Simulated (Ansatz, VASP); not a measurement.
**H49C25S10N15O22F10: VASP beside Ansatz**

One calculation is typed for both programs; each brings its own data sets. How far apart do they land? The cell is taken from a series of runs on this material, whose earlier steps may have relaxed, scaled, displaced or heated it; both programs get it as it stands.

Method: plane waves, with VASP 6.6.1 beside it; PBE with D3(BJ), in Ansatz 0.2.0.

## Step 1: The starting structure

The cell holds 131 atoms: 25 C, 15 N, 49 H, 10 S, 22 O and 10 F. Cell: a = 11.686 Å, b = 11.686 Å, c = 11.686 Å, α = 90.0°, β = 90.0°, γ = 90.0°.

## Step 2: VASP: single point, PBE with D3(BJ)

A single point takes one fixed geometry, so differences don't come from the geometry; what else differs is listed under the comparison.

Lines of VASP's logs that name or quote its potential files are left out, and so is its time.

The input, INCAR:

```
SYSTEM = H49C25S10N15O22F10
PREC = Accurate
ENCUT = 600
EDIFF = 1E-06
NELM = 120
ISMEAR = 0
SIGMA = 0.01
LREAL = Auto
ALGO = Normal
GGA = PE
IVDW = 12
NBANDS = 334
LORBIT = 11
LWAVE = .FALSE.
LCHARG = .FALSE.
ISIF = 2
LASPH = .TRUE.
GGA_COMPAT = .FALSE.
EFERMI = MIDGAP
```

The input, POSCAR:

```
H49C25S10N15O22F10
1.0
   11.6859200000      0.0000000000      0.0000000000
    0.0000000000     11.6859200000      0.0000000000
    0.0000000000      0.0000000000     11.6859200000
C N H S O F
25 15 49 10 22 10
Direct
    0.6073400000      0.8147800000      0.9355500000
    0.6802500000      0.7953400000      0.1386200000
    0.6435800000      0.8324900000      0.2432100000
    0.4749400000      0.9502900000      0.3121400000
    0.5249300000      0.9002200000      0.1119800000
    0.9807000000      0.1786100000      0.9255100000
    0.9191700000      0.9746400000      0.8862800000
    0.9365400000      0.8718200000      0.9391200000
    0.0385500000      0.8070600000      0.1182500000
    0.0289000000      0.0048100000      0.0385200000
    0.2753300000      0.3988000000      0.3792900000
    0.2078400000      0.4016500000      0.5846900000
    0.1871800000      0.4853100000      0.6638100000
    0.1973500000      0.7010500000      0.6654400000
    0.2397200000      0.5696000000      0.5022800000
    0.4437300000      0.0850300000      0.6557900000
    0.5654700000      0.2573800000      0.6083100000
    0.5757300000      0.3658800000      0.6512400000
    0.4783300000      0.4769600000      0.8099800000
    0.4373900000      0.2778800000      0.7465400000
    0.9327300000      0.5172200000      0.2927900000
    0.8980900000      0.3610300000      0.4374700000
    0.8762000000      0.2463300000      0.4319100000
    0.8666200000      0.0998000000      0.2737900000
    0.9044900000      0.3091600000      0.2554500000
    0.6046300000      0.8378800000      0.0582800000
    0.5467200000      0.8978100000      0.2244400000
    0.9776900000      0.0558100000      0.9491400000
    0.0045600000      0.8926200000      0.0337600000
    0.2397700000      0.4561000000      0.4847100000
[... 95 atom lines left out ...]
    0.8301900000      0.4082200000      0.0106300000
    0.9464100000      0.4274900000      0.7768400000
    0.6441500000      0.6476000000      0.5013100000
    0.8208900000      0.8591400000      0.5344000000
    0.6801300000      0.2278400000      0.8700600000
    0.5694100000      0.1956700000      0.2398200000
```

The input, KPOINTS:

```
Automatic mesh
0
Gamma
1 1 1
0 0 0
```

Potentials, in the order of the species: C, N, H, S, O and F (PBE family, release 64).

The run is started by

```sh
$ export OMP_NUM_THREADS=3
$ mpirun -np 1 vasp_gam
```

Numbers of over 12 decimals in the logs are rounded to 6 here.

Output:

```text
[banner, memory and clock lines left out]
running    1 mpi-ranks, on    1 nodes
[...]
Offloading initialized ...    1 GPUs detected
[...]
LDA part: xc-table for (Slater+PW92), standard interpolation
 POSCAR, INCAR and KPOINTS ok, starting setup
[...]
entering main loop
       N       E                     dE             d eps       ncg     rms          rms(c)
DAV:   1     0.468712867668E+04    0.46871E+04   -0.29129E+05   676   0.154E+03
DAV:   2    -0.351268078320E+03   -0.50384E+04   -0.48242E+04   842   0.359E+02
DAV:   3    -0.825284061154E+03   -0.47402E+03   -0.47011E+03   792   0.117E+02
DAV:   4    -0.836330184622E+03   -0.11046E+02   -0.10970E+02   848   0.192E+01
[...]
DAV:  18    -0.759312652740E+03    0.29702E-05   -0.62416E-06   784   0.834E-03    0.455E-03
DAV:  19    -0.759312651593E+03    0.11477E-05   -0.13302E-06   616   0.447E-03    0.243E-03
DAV:  20    -0.759312651015E+03    0.57750E-06   -0.56480E-07   536   0.326E-03
   1 F= -.76768799E+03 E0= -.76768799E+03  d E =0.000000E+00
```

OUTCAR, selected parts (step 2):

```text
  FREE ENERGIE OF THE ION-ELECTRON SYSTEM (eV)
  ---------------------------------------------------
  free  energy   TOTEN  =      -767.6879901349 eV

  energy  without entropy=     -767.6879901349  energy(sigma->0) =     -767.68799013
```

The run ends at a pressure of -0.51 GPa, with forces up to 0.31 eV/Å.

## Step 3: Ansatz: single point, PBE with D3(BJ)

Ansatz runs on its default PAW (the set named soft_2) files.

The same cell, functional and mesh now go to Ansatz, which takes its cutoff from its data sets.

The input, input.yaml:

```yaml
crystal:
  lattice:
    - [11.68592, 0.0, 0.0]
    - [0.0, 11.68592, 0.0]
    - [0.0, 0.0, 11.68592]
  atoms:
    - { symbol: C, position: [0.60734, 0.81478, 0.93555] }
    - { symbol: "N", position: [0.60463, 0.83788, 0.05828] }
    - { symbol: C, position: [0.68025, 0.79534, 0.13862] }
    - { symbol: C, position: [0.64358, 0.83249, 0.24321] }
    - { symbol: "N", position: [0.54672, 0.89781, 0.22444] }
    - { symbol: C, position: [0.47494, 0.95029, 0.31214] }
    - { symbol: C, position: [0.52493, 0.90022, 0.11198] }
    - { symbol: H, position: [0.53425, 0.85683, 0.89545] }
    - { symbol: H, position: [0.60235, 0.72243, 0.92156] }
    - { symbol: H, position: [0.68576, 0.84911, 0.89781] }
    - { symbol: H, position: [0.75084, 0.7405, 0.11432] }
    - { symbol: H, position: [0.67473, 0.81635, 0.32886] }
    - { symbol: H, position: [0.43526, 0.88318, 0.36395] }
    - { symbol: H, position: [0.40987, 0.00214, 0.26979] }
    - { symbol: H, position: [0.5279, 0.00439, 0.36706] }
    - { symbol: H, position: [0.45505, 0.94549, 0.07173] }
    - { symbol: C, position: [0.9807, 0.17861, 0.92551] }
    - { symbol: "N", position: [0.97769, 0.05581, 0.94914] }
    - { symbol: C, position: [0.91917, 0.97464, 0.88628] }
    - { symbol: C, position: [0.93654, 0.87182, 0.93912] }
    - { symbol: "N", position: [0.00456, 0.89262, 0.03376] }
    - { symbol: C, position: [0.03855, 0.80706, 0.11825] }
    - { symbol: C, position: [0.0289, 0.00481, 0.03852] }
    - { symbol: H, position: [0.04924, 0.21703, 0.9763] }
    - { symbol: H, position: [0.89794, 0.21647, 0.9477] }
    - { symbol: H, position: [0.99688, 0.19204, 0.8344] }
    - { symbol: H, position: [0.87199, 0.99587, 0.80945] }
    - { symbol: H, position: [0.90986, 0.78593, 0.91663] }
    - { symbol: H, position: [0.05344, 0.72603, 0.07413] }
    - { symbol: H, position: [0.96963, 0.7958, 0.18103] }
    - { symbol: H, position: [0.11607, 0.83538, 0.16186] }
    - { symbol: H, position: [0.08011, 0.0492, 0.10246] }
    - { symbol: C, position: [0.27533, 0.3988, 0.37929] }
    - { symbol: "N", position: [0.23977, 0.4561, 0.48471] }
    - { symbol: C, position: [0.20784, 0.40165, 0.58469] }
    - { symbol: C, position: [0.18718, 0.48531, 0.66381] }
    - { symbol: "N", position: [0.20779, 0.58898, 0.61089] }
    - { symbol: C, position: [0.19735, 0.70105, 0.66544] }
    - { symbol: C, position: [0.23972, 0.5696, 0.50228] }
    - { symbol: H, position: [0.26694, 0.4584, 0.30786] }
    - { symbol: H, position: [0.22144, 0.32362, 0.365] }
    - { symbol: H, position: [0.36446, 0.37115, 0.3871] }
    - { symbol: H, position: [0.20153, 0.30923, 0.59085] }
    - { symbol: H, position: [0.15861, 0.4799, 0.75165] }
    - { symbol: H, position: [0.10931, 0.71255, 0.69527] }
    - { symbol: H, position: [0.21985, 0.76702, 0.60337] }
    - { symbol: H, position: [0.25643, 0.7054, 0.73815] }
    - { symbol: H, position: [0.26327, 0.63376, 0.43962] }
    - { symbol: C, position: [0.44373, 0.08503, 0.65579] }
    - { symbol: "N", position: [0.47868, 0.2044, 0.66863] }
    - { symbol: C, position: [0.56547, 0.25738, 0.60831] }
    - { symbol: C, position: [0.57573, 0.36588, 0.65124] }
    - { symbol: "N", position: [0.49516, 0.37667, 0.73699] }
    - { symbol: C, position: [0.47833, 0.47696, 0.80998] }
    - { symbol: C, position: [0.43739, 0.27788, 0.74654] }
    - { symbol: H, position: [0.50471, 0.03044, 0.70132] }
    - { symbol: H, position: [0.4416, 0.06359, 0.56485] }
    - { symbol: H, position: [0.35788, 0.07485, 0.69129] }
    - { symbol: H, position: [0.61343, 0.21205, 0.54329] }
    - { symbol: H, position: [0.63449, 0.43456, 0.63043] }
    - { symbol: H, position: [0.52935, 0.54725, 0.77558] }
    - { symbol: H, position: [0.50611, 0.45736, 0.89721] }
    - { symbol: H, position: [0.38764, 0.49962, 0.8108] }
    - { symbol: H, position: [0.37023, 0.26071, 0.80809] }
    - { symbol: C, position: [0.93273, 0.51722, 0.29279] }
    - { symbol: "N", position: [0.91573, 0.39825, 0.32671] }
    - { symbol: C, position: [0.89809, 0.36103, 0.43747] }
    - { symbol: C, position: [0.8762, 0.24633, 0.43191] }
    - { symbol: "N", position: [0.88035, 0.21596, 0.31776] }
    - { symbol: C, position: [0.86662, 0.0998, 0.27379] }
    - { symbol: C, position: [0.90449, 0.30916, 0.25545] }
    - { symbol: H, position: [0.99937, 0.55513, 0.34669] }
    - { symbol: H, position: [0.8515, 0.56285, 0.30344] }
    - { symbol: H, position: [0.96038, 0.51996, 0.20353] }
    - { symbol: H, position: [0.89843, 0.41943, 0.50946] }
    - { symbol: H, position: [0.8592, 0.18382, 0.49811] }
    - { symbol: H, position: [0.94922, 0.05555, 0.27739] }
    - { symbol: H, position: [0.83377, 0.10361, 0.18624] }
    - { symbol: H, position: [0.80499, 0.05528, 0.32834] }
    - { symbol: H, position: [0.91226, 0.3128, 0.1634] }
    - { symbol: "N", position: [0.31295, 0.55329, 0.03188] }
    - { symbol: S, position: [0.31633, 0.65539, 0.1225] }
    - { symbol: O, position: [0.24654, 0.64163, 0.22381] }
    - { symbol: O, position: [0.31761, 0.76518, 0.06604] }
    - { symbol: F, position: [0.44513, 0.63766, 0.16581] }
    - { symbol: S, position: [0.20806, 0.47213, 0.01359] }
    - { symbol: O, position: [0.14371, 0.4377, 0.11418] }
    - { symbol: O, position: [0.23735, 0.3855, 0.93062] }
    - { symbol: F, position: [0.11734, 0.55369, 0.94596] }
    - { symbol: "N", position: [0.07424, 0.03677, 0.48567] }
    - { symbol: S, position: [0.19002, 0.02307, 0.4154] }
    - { symbol: O, position: [0.27157, 0.11529, 0.42512] }
    - { symbol: O, position: [0.16226, 0.97783, 0.30425] }
    - { symbol: F, position: [0.2542, 0.91662, 0.48047] }
    - { symbol: S, position: [0.07252, 0.07023, 0.61713] }
    - { symbol: O, position: [0.95713, 0.10021, 0.64841] }
    - { symbol: O, position: [0.16571, 0.14018, 0.65944] }
    - { symbol: F, position: [0.09453, 0.94802, 0.6794] }
    - { symbol: "N", position: [0.7626, 0.51881, 0.83971] }
    - { symbol: S, position: [0.77661, 0.53146, 0.97325] }
    - { symbol: O, position: [0.66399, 0.53245, 0.02393] }
    - { symbol: O, position: [0.86042, 0.61241, 0.01537] }
    - { symbol: F, position: [0.83019, 0.40822, 0.01063] }
    - { symbol: S, position: [0.86527, 0.53835, 0.75253] }
    - { symbol: O, position: [0.93883, 0.63496, 0.77409] }
    - { symbol: O, position: [0.82202, 0.51967, 0.63869] }
    - { symbol: F, position: [0.94641, 0.42749, 0.77684] }
    - { symbol: "N", position: [0.60541, 0.85467, 0.52879] }
    - { symbol: S, position: [0.56915, 0.7336, 0.57914] }
    - { symbol: O, position: [0.45275, 0.71097, 0.54469] }
    - { symbol: O, position: [0.60401, 0.70892, 0.69498] }
    - { symbol: F, position: [0.64415, 0.6476, 0.50131] }
    - { symbol: S, position: [0.70869, 0.92975, 0.57483] }
    - { symbol: O, position: [0.72002, 0.93917, 0.69725] }
    - { symbol: O, position: [0.71081, 0.03278, 0.50621] }
    - { symbol: F, position: [0.82089, 0.85914, 0.5344] }
    - { symbol: "N", position: [0.56601, 0.2627, 0.03516] }
    - { symbol: S, position: [0.61905, 0.15527, 0.96921] }
    - { symbol: O, position: [0.53663, 0.08424, 0.91056] }
    - { symbol: O, position: [0.71195, 0.09966, 0.02913] }
    - { symbol: F, position: [0.68013, 0.22784, 0.87006] }
    - { symbol: S, position: [0.48412, 0.24466, 0.14044] }
    - { symbol: O, position: [0.39942, 0.15436, 0.1293] }
    - { symbol: O, position: [0.44795, 0.35428, 0.18355] }
    - { symbol: F, position: [0.56941, 0.19567, 0.23982] }
    - { symbol: O, position: [0.15119, 0.20276, 0.17586] }
    - { symbol: H, position: [0.23158, 0.17994, 0.17327] }
    - { symbol: H, position: [0.15269, 0.283, 0.15197] }
    - { symbol: O, position: [0.66526, 0.48148, 0.26571] }
    - { symbol: H, position: [0.59296, 0.44427, 0.28263] }
    - { symbol: H, position: [0.65644, 0.5005, 0.18474] }
kpoints:
  mp_grid: { grid: [1, 1, 1] }
hamiltonian:
  xc: pbe
  dispersion: d3bj
scf:
  occupations: { method: fixed }
output:
  forces: true
  stress: true
  populations: true
  dos:
    method: { smearing: { sigma: 0.08 } }
    de: 0.1
    projected: { site_lists: { C: [C], F: [F], H: [H], "N": ["N"], O: [O] } }
  eigenvalues: true
  write_density: true
  write_potential: true
  volumetric_format: npy
  elf: true
```

The run is started by

```sh
$ ansatz run input.yaml --threads 4 --pin off --max-ram 8192MiB --backend cpu --events-out ev --progress --plain --runs-dir out
```

Output:

```text
Engine: ansatz 0.2.0, x86_64-unknown-linux-gnu
Pseudopotentials: kind: paw
Pseudopotential: C, paw, valence charge 4, recommended cutoff 420 eV (normal), C.paw.azcp
Pseudopotential: N, paw, valence charge 5, recommended cutoff 420 eV (normal), N.paw.azcp
Pseudopotential: H, paw, valence charge 1, recommended cutoff 420 eV (normal), H.paw.azcp
Pseudopotential: S, paw, valence charge 6, recommended cutoff 420 eV (normal), S.paw.azcp
Pseudopotential: O, paw, valence charge 6, recommended cutoff 420 eV (normal), O.paw.azcp
Pseudopotential: F, paw, valence charge 7, recommended cutoff 420 eV (normal), F.paw.azcp
Functional definition: PBE
  parameter kappa = 0.804
  parameter beta = 0.066725
  exchange = pbe_x(kappa = kappa, mu = beta*pi^2/3)
  correlation = pbe_c(beta = beta)
Crystal: 131 atoms, lattice volume = 1595.838 Å³
Basis set: ecut = 420 eV, 31343 PW (Γ), exchange–correlation on 160×160×160 points (8 copies of the dense FFT grid, shifted against one another)
Bands: 374, of which v1, the nominal top of the filled ones, is band 243 counted from 1 (242 counted from 0)
Symmetry: 1 space group operations
Space group: P1 (ITA 1), of the structure as read, at distance tolerance 1.2e-4 Å
k-points: 1
Non-local potential: C, projectors of the file, l = 0: 2, l = 1: 2, l = 2: 1
Non-local potential: N, projectors of the file, l = 0: 2, l = 1: 2, l = 2: 1
Non-local potential: H, projectors of the file, l = 0: 2, l = 1: 1
Non-local potential: S, projectors of the file, l = 0: 2, l = 1: 2, l = 2: 2
Non-local potential: O, projectors of the file, l = 0: 2, l = 1: 2, l = 2: 1
Non-local potential: F, projectors of the file, l = 0: 2, l = 1: 2, l = 2: 1
PAW form: soft (Blöchl's): semilocal exchange-correlation on the pseudo side does not see the compensation charge
PAW one-centre angular grid: C, 110 points (default); XC on 64 Gauss nodes
PAW one-centre angular grid: N, 110 points (default); XC on 64 Gauss nodes
PAW one-centre angular grid: H, 110 points (default); XC on 64 Gauss nodes
PAW one-centre angular grid: S, 110 points (default); XC on 64 Gauss nodes
PAW one-centre angular grid: O, 110 points (default); XC on 64 Gauss nodes
PAW one-centre angular grid: F, 110 points (default); XC on 64 Gauss nodes
Initial density: superposition of atomic densities (neutral atoms: chi_scale 0, normalization atom), corrected by the library's trained network
Initial wavefunctions: pseudopotential atomic-orbital guess
Functional: x = pbe(κ = 0.804, μ = 0.219515), c = pbe(β = 0.066725)
SCF iter   1: F=—  HF=-42393.619781 eV  |F-HF|=—  |Δ(HF+E_count)|=         —  Δρ=5.24e-3  dr2=4.87e-1  ethr=1.77e-3  ⟨swp⟩=4.0  Hψ=1426  notcnv=0  defer=127
preconditioner: auto → Resta (q_TF=auto, 2.238 Å⁻¹)  ε∞=2.6  [insulator: Δε(μ)=4.506 eV  Ē_g=15.948 eV  n_scr=304 (ndim 8)  ℏωp=20.1 eV  f_vac=0.260  ε∞_Penn≈2.6]
SCF iter   2: F=—  HF=-42393.468691 eV  |F-HF|=—  |Δ(HF+E_count)|=   1.51e-1  Δρ=2.66e-3  dr2=1.07e-1  ethr=1.00e-4  ⟨swp⟩=2.0  Hψ=609  notcnv=0  defer=129
SCF iter   3: F=—  HF=-42393.484618 eV  |F-HF|=—  |Δ(HF+E_count)|=   1.59e-2  Δρ=1.41e-3  dr2=3.39e-2  ethr=2.21e-5  ⟨swp⟩=2.0  Hψ=489  notcnv=0  defer=129
SCF iter   4: F=—  HF=-42393.481254 eV  |F-HF|=—  |Δ(HF+E_count)|=   3.36e-3  Δρ=4.50e-4  dr2=3.81e-3  ethr=6.98e-6  ⟨swp⟩=2.0  Hψ=488  notcnv=0  defer=129
SCF iter   5: F=—  HF=-42393.480924 eV  |F-HF|=—  |Δ(HF+E_count)|=   3.30e-4  Δρ=2.36e-4  dr2=9.00e-4  ethr=7.83e-7  ⟨swp⟩=2.0  Hψ=479  notcnv=0  defer=129
SCF iter   6: F=—  HF=-42393.480812 eV  |F-HF|=—  |Δ(HF+E_count)|=   1.12e-4  Δρ=7.77e-5  dr2=9.98e-5  ethr=1.85e-7  ⟨swp⟩=2.0  Hψ=471  notcnv=0  defer=126
SCF iter   7: F=—  HF=-42393.480403 eV  |F-HF|=—  |Δ(HF+E_count)|=   4.09e-4  Δρ=3.62e-5  dr2=1.91e-5  ethr=2.05e-8  ⟨swp⟩=2.0  Hψ=612  notcnv=0  defer=126
SCF iter   8: F=—  HF=-42393.480401 eV  |F-HF|=—  |Δ(HF+E_count)|=   2.40e-6  Δρ=1.33e-5  dr2=2.41e-6  ethr=3.94e-9  ⟨swp⟩=2.0  Hψ=485  notcnv=0  defer=126
SCF iter   9: F=—  HF=-42393.480401 eV  |F-HF|=—  |Δ(HF+E_count)|=   3.09e-7  Δρ=4.88e-6  dr2=4.28e-7  ethr=4.96e-10  ⟨swp⟩=2.0  Hψ=485  notcnv=0  defer=126
SCF iter  10: F=-42393.480401 eV  HF=-42393.480401 eV  |F-HF|=7.01e-8  |Δ(HF+E_count)|=   8.86e-8  Δρ=2.08e-6  dr2=8.34e-8  ethr=2.06e-11  ⟨swp⟩=20.0  Hψ=3603  notcnv=0
SCF 1 converged in 10 iterations: F = -42393.480401 eV  dr2 = 8.34e-8
  greatest PAW one-centre occupation: 0.936 electrons in one spin orbital (limit 2), on the F atom at site 84 (counted from 0), in its partial waves of l = 0
[...]
atom  98  F      0.00163502     0.00410810    -0.00271394
  atom  99  N     -0.00149809    -0.00089785     0.01562158
  atom 100  S      0.01541850     0.01860838     0.00448316
  atom 101  O     -0.01432684    -0.00578134    -0.00227236
  atom 102  O     -0.00786553    -0.00812867    -0.00654035
  atom 103  F      0.00345105     0.00746661    -0.00330509
  atom 104  S      0.00458086     0.01181075    -0.00741662
  atom 105  O     -0.00184043    -0.00100850    -0.00110999
  atom 106  O      0.00308471    -0.00378501    -0.00186810
  atom 107  F      0.01030124    -0.00964840     0.00232233
  atom 108  N     -0.00040418     0.00774833    -0.01404860
  atom 109  S     -0.00194808    -0.01383604     0.02649403
  atom 110  O      0.00048380     0.00374003     0.00046937
  atom 111  O     -0.01094286     0.00043610    -0.00846733
  atom 112  F      0.00358224    -0.00066922    -0.01156171
  atom 113  S      0.00301612    -0.01686309     0.01318087
  atom 114  O     -0.00110676     0.00691118     0.00082333
  atom 115  O     -0.00293485    -0.00166908    -0.00207559
  atom 116  F     -0.00294281     0.00487460    -0.00411415
  atom 117  N     -0.00243956     0.00220911     0.00384458
  atom 118  S      0.00559256    -0.00593009     0.00325101
  atom 119  O     -0.00363341    -0.00223646    -0.00497953
  atom 120  O     -0.00300668     0.00451654    -0.00127621
  atom 121  F      0.00109450    -0.00044729    -0.00131344
  atom 122  S     -0.01234196     0.01051549     0.01657871
  atom 123  O      0.00072651     0.00150360    -0.00146926
  atom 124  O      0.00401392    -0.00809323    -0.00643827
  atom 125  F      0.00296856    -0.00504378    -0.00038107
  atom 126  O      0.00726155    -0.00228625    -0.00143444
  atom 127  H     -0.00439059     0.00300029    -0.00041553
  atom 128  H      0.00466316     0.00905228    -0.00069374
  atom 129  O      0.00276984     0.00489348     0.00195569
  atom 130  H     -0.00456546     0.00053311    -0.00532682
  atom 131  H     -0.00042088    -0.00774762     0.00715679
  max |Σ_I F_I| component: 8.95e-5 eV/Å
--- Stress (GPa, compression-positive) ---
       -0.122613      -0.048337      -0.073939
       -0.048337      -0.030829      -0.067316
       -0.073939      -0.067316       0.079706
  P = ⅓ Tr σ = -0.0246 GPa (-0.246 kbar)
--- Band table (eV) ---
  k-point 0: bands = [... 239 lower, -0.5726, -0.5095, -0.4704, -0.3255, 4.1838, 4.3690, 4.3847, 4.4875, ... 127 higher]
--- Löwdin populations: 131 sites ---
  site symbol       q [e]
     0      C      4.3388
     1      N      4.9354
     2      C      4.0633
     3      C      4.0650
     4      N      4.9386
     5      C      4.3437
     6      C      3.9157
     7      H      0.7679
     8      H      0.7770
     9      H      0.7736
    10      H      0.7729
    11      H      0.7609
    12      H      0.7726
    13      H      0.7751
    14      H      0.7779
    15      H      0.7412
    16      C      4.3471
    17      N      4.9388
    18      C      4.0501
    19      C      4.0693
    20      N      4.9449
    21      C      4.3427
    22      C      3.9397
    23      H      0.7771
[...]
123      O      6.7067
   124      F      7.4280
   125      O      6.7345
   126      H      0.6003
   127      H      0.6151
   128      O      6.7446
   129      H      0.5929
   130      H      0.6063
  spilling = 0.017699 (of n_electrons = 486.000000)
```

(Part 1 of 2 ends here.)

[Lines on the potential files, build, host, timing and source positions are cut from VASP's logs without a mark.]

[Logs are printed without paths, hosts, clocks, repeated set-up lines and the standing remarks that a program may print on its own settings, such as how far it seeks lower states.]

[Hosts, paths, dates, database ids (printed as entryN), source tags and the programs' standing remarks are cut or masked in the printed files.]
